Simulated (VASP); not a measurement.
# MgS: energy against volume

MgS (rock salt, Fm-3m, 17.355 Å³/atom and stress up to 0.03 GPa in the relaxed cell, cube axes along x, y and z) under an equal strain ε along all three axes. PBEsol in VASP (plane waves, PAW), 480 eV, 10×10×10 Γ-centred mesh, Gaussian smearing 0.05 eV; ions are relaxed, or left where forces stay under 0.02 eV/Å, within the symmetry of each cell.

Here V stands for volume and E for E less E0.

```csv
volume (Å³/atom),E less E0 (meV/atom),pressure (GPa)
15.8397,?,?
16.3347,16.51,5.39
16.5860,9.16,3.90
16.8398,4.03,2.50
17.0963,1.01,1.19
17.3553,0.00,-0.03
17.6169,0.93,-1.17
17.8812,3.68,-2.25
18.1481,8.18,-3.25
18.4176,14.36,-4.18
```

Fit E of the 9 rows that show it with the third-order Birch-Murnaghan form, a cubic in V^(-2/3). With u = V^(-2/3) - 0.149, the rows have u = 0.006331, 0.004758, 0.003210, 0.001683, 0.000180, -0.001300, -0.002759, -0.004196, -0.005612. Least squares gives E = 0.015 - 137.9·u + 431983·u² + 207912·u³. Residuals (row less fit): 0.001, -0.001, 0.000, 0.003, -0.004, 0.006, 0.001, -0.004, 0.003; standard error 0.004 (degrees of freedom: 5). Its minimum lies at u = 0.000160, so V0 = (0.149160)^(-3/2) = 17.36. There d²E/du² = 864200 and d³E/du³ = 1247000, so B0 = (4/9) × 17.36^(-7/3) × 864200 × 0.160218 = 78.9 GPa (the last factor turns the table's units into GPa), and B0' = 4 + (2/3) × 0.149160 × (1247000)/864200 = 4.1. B0' rests on the cubic coefficient alone and has a standard error of 0.1 from these residuals.

Estimate the missing E (V = 15.8397); what did the run itself give?

u = 0.009551, so E = 0.015 - 137.9 × 0.009551 + 431983 × 0.009551² + 207912 × 0.009551³ = 38.285 meV/atom. The calculation gives 38.26 meV/atom, 0.025 meV/atom below the prediction (0.1 % of the range of E in the table). The row lies outside the fitted rows, so this is an extrapolation. The scatter of the fitted rows lies at the last printed digit.

Other structures, which can take over under pressure, weren't tried. The same form fitted to the pressure column gives B0' = 4.1; series where the two differ by over 0.4 aren't shown. Rows are the converged runs of the series near zero and its far end, less any whose ions stayed unrelaxed beside relaxed ones; series whose fitted rows scatter by over a few per cent of the range, as at a crossing or softening among them, aren't shown in this form.
